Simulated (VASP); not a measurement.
A convergence study with VASP on GaN (wurtzite): one setting is varied, all else stays as given below, so the limit is that of these other settings.

```xyz
4
Lattice="1.5950 -2.7626 0.0000 1.5950 2.7626 0.0000 0.0000 0.0000 5.1900" Properties=species:S:1:pos:R:3 pbc="T T T"
Ga     1.5950    -0.9209     2.5950
Ga     1.5950     0.9209     0.0000
N      1.5950    -0.9209     4.5516
N      1.5950     0.9209     1.9566
```

Level of theory: PBE GGA, VASP's PBE PAW potentials (set 64) (plane waves; VASP). The tightest run used: 700 eV cut-off, 7×7×4 Γ-centred mesh, Gaussian smearing of 0.010 eV, potentials Ga_d N.

### Question
The settings run are ENCUT = 300; ENCUT = 400; ENCUT = 500; ENCUT = 600; ENCUT = 700. From which on does the highest Γ mode stay within 5 cm⁻¹ of the tightest run?

### Answer
From ENCUT = 400 on: it is off by 3.1 there and by no more than 5 in any finer run, while ENCUT = 300 is off by 22.7.
```tsv
setting	highest Γ mode (cm⁻¹)	plane waves	difference judged (cm⁻¹)
ENCUT = 300	701.4	556	22.7
ENCUT = 400	675.6	848	3.1
ENCUT = 500	678.8	1182	0.1
ENCUT = 600	678.7	1542	0.0
ENCUT = 700	678.7	1935	0.0
```

Left out are rungs that failed or repeat a setting and relaxations that didn't move; long series are thinned to 24 rows.

The compound is GaN in the wurtzite structure. The cell was not relaxed at this level.
